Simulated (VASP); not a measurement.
Consider the following.

```
CELL_PARAMETERS angstrom
      0.00000     2.62033     2.62033
      2.62033     0.00000     2.62033
      2.62033     2.62033     0.00000
ATOMIC_POSITIONS crystal
  Li 0.00000 0.00000 0.00000
  Cl 0.50000 0.50000 0.50000
```

Method: revPBE GGA, VASP's PBE PAW potentials (set 64) (plane waves; VASP). Numerical set-up: 520 eV cut-off, Gaussian smearing of 0.050 eV, potentials Li_sv Cl.

Give the energies of bands 3 to 8 at the high-symmetry points, in eV from the valence-band maximum.

```json
[
 {"band": "3", "Γ": "0.00", "X": "-2.57", "U": "-2.19", "L": "-2.52", "W": "-1.87"},
 {"band": "4", "Γ": "0.00", "X": "-0.97", "U": "-1.58", "L": "-0.23", "W": "-1.87"},
 {"band": "5", "Γ": "0.00", "X": "-0.97", "U": "-0.73", "L": "-0.23", "W": "-0.94"},
 {"band": "6", "Γ": "6.20", "X": "7.90", "U": "8.18", "L": "6.88", "W": "9.46"},
 {"band": "7", "Γ": "11.96", "X": "8.51", "U": "9.88", "L": "9.62", "W": "10.16"},
 {"band": "8", "Γ": "11.96", "X": "12.11", "U": "11.24", "L": "9.62", "W": "10.37"}
]
```

The gap is direct, 6.20 eV, from the valence maximum at Γ to the conduction minimum at Γ.

Measured: gap 9.40 eV (computed value off by -3.20 eV), as given by Wei Chen et al., Physical Review Materials (2018), doi:10.1103/physrevmaterials.2.073803.

The compound is LiCl in the rock salt structure. It was relaxed first, which changed the volume by +6 %.
